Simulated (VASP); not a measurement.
An input for Ansatz (written as the equivalent of a VASP run, and not itself run):

Ansatz 0.2 input:
```yaml
crystal:
  lattice:
    - [0.0000000, 2.7451183, 2.7451183]
    - [2.7451183, 0.0000000, 2.7451183]
    - [10.9739651, 10.9739651, 0.0065080]
  atoms:
    - { symbol: Ga, position: [0.9922554, 0.9922554, 0.0058085] }
    - { symbol: Ga, position: [0.9973813, 0.9973813, 0.2519640] }
    - { symbol: Ga, position: [0.0024493, 0.0024493, 0.4981630] }
    - { symbol: Ga, position: [0.0079791, 0.0079791, 0.7440157] }
    - { symbol: P, position: [0.2452056, 0.2452056, 0.0660958] }
    - { symbol: P, position: [0.2501886, 0.2501886, 0.3123585] }
    - { symbol: P, position: [0.2551659, 0.2551659, 0.5586256] }
    - { symbol: As, position: [0.2493748, 0.2493748, 0.8129689] }
kpoints:
  mp_grid: { grid: [8, 8, 2] }
hamiltonian:
  xc: pbesol
  pseudopotentials: { kind: paw }
scf:
  occupations: { method: tetrahedron }
  max_iter: 100
output: { forces: true, stress: true, eigenvalues: true }
```

Question: Write the VASP files for the same calculation (PBEsol).

Answer: This is not unique; one that fits is 
File KPOINTS:
```
Regular mesh
0
Gamma
 8 8 2
0 0 0
```

**POSCAR**
```
Ga4AsP3
1
   -0.0000000000     2.7451182713     2.7451182713
    2.7451182713    -0.0000000000     2.7451182713
   10.9739650547    10.9739650547     0.0065080306
Ga P As
4 3 1
Direct
  0.9922553625   0.9922553625   0.0058084782
  0.9973813329   0.9973813329   0.2519640003
  0.0024492914   0.0024492914   0.4981630314
  0.0079791012   0.0079791012   0.7440156742
  0.2452055723   0.2452055723   0.0660958207
  0.2501886376   0.2501886376   0.3123585218
  0.2551659079   0.2551659079   0.5586255690
  0.2493747943   0.2493747943   0.8129689043
```

### INCAR
```
LEFG = .TRUE.
NELM = 100   # most electronic steps
LCHARG = .TRUE.
LORBIT = 11   # lm-projected
ENCUT = 400   # plane-wave cut-off (eV)
ISMEAR = -5
ALGO = Normal   # blocked Davidson
LASPH = .TRUE.   # aspherical one-centre terms
EDIFF = 1E-7
LREAL = .FALSE.   # projection in real space or not
LWAVE = .FALSE.
NEDOS = 601   # DOS grid
PREC = Accurate
SYSTEM = Ga4AsP3
GGA = PS   # PBEsol
LMAXMIX = 4   # l cut-off of mixed one-centre charges
ISIF = 2   # forces and stress, cell fixed
```

POTCAR, in this order: Ga_d P As (PBE.64 set). Program: vasp_std.

Limits of the translation: each code has its own PAW files, so the cut-off isn't converted (ENCUT is set for VASP's; basis.ecutwfc is left out, and Ansatz then takes the one that its files recommend); Ansatz stops its SCF on the density residual and VASP on the energy change (EDIFF); the field gradients of LEFG aren't asked of the other code.

The structure was generated: Ga4AsP3 was put into an ordered model structure (R3m), which need not be its known phase. It was relaxed first.
